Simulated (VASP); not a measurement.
Consider the following.

```
TiSi
1.0
    3.49998     0.00000     0.00000
   -1.74999     3.03107     0.00000
    0.00000     0.00000     6.40676
Ti Si
2 2
Direct
  0.00000   0.00000   0.00000
  0.00000   0.00000   0.50000
  0.33333   0.66667   0.25000
  0.66667   0.33333   0.75000
```

These are r2SCAN meta-GGA, VASP's PBE PAW potentials (set 64) (plane waves; VASP) values and carry that method's errors. Run with 400 eV cut-off, 11×11×6 Γ-centred mesh, tetrahedra with Blöchl corrections, potentials Ti_sv Si.

Task: Give the energies of bands 9 to 19 at the high-symmetry points, in eV from the Fermi level.

Result: 
```csv
band,Γ,M,K,A,L,H
9,-10.53,-7.51,-6.92,-9.61,-7.27,-6.90
10,-7.92,-7.16,-6.92,-9.61,-7.27,-6.90
11,-5.31,-4.82,-3.92,-2.72,-4.40,-3.59
12,-1.27,-2.77,-3.43,-2.72,-4.40,-3.59
13,-1.27,-2.72,-3.43,-0.63,-1.81,-2.84
14,-1.07,-1.77,-2.14,-0.63,-1.81,-2.84
15,0.29,-1.51,-2.14,-0.63,-0.78,-1.88
16,0.29,-1.09,-1.27,-0.63,-0.78,-1.88
17,0.65,0.64,1.15,1.19,-0.01,0.64
18,0.65,1.06,1.15,1.19,-0.01,0.64
19,2.06,1.30,1.81,1.19,2.21,2.15
```

It has no gap at this level: it comes out as a metal or semimetal.

The structure was generated: TiSi was put into the NiAs type (P6_3/mmc), which need not be its known phase. It was relaxed first, which changed the volume by -18 %.
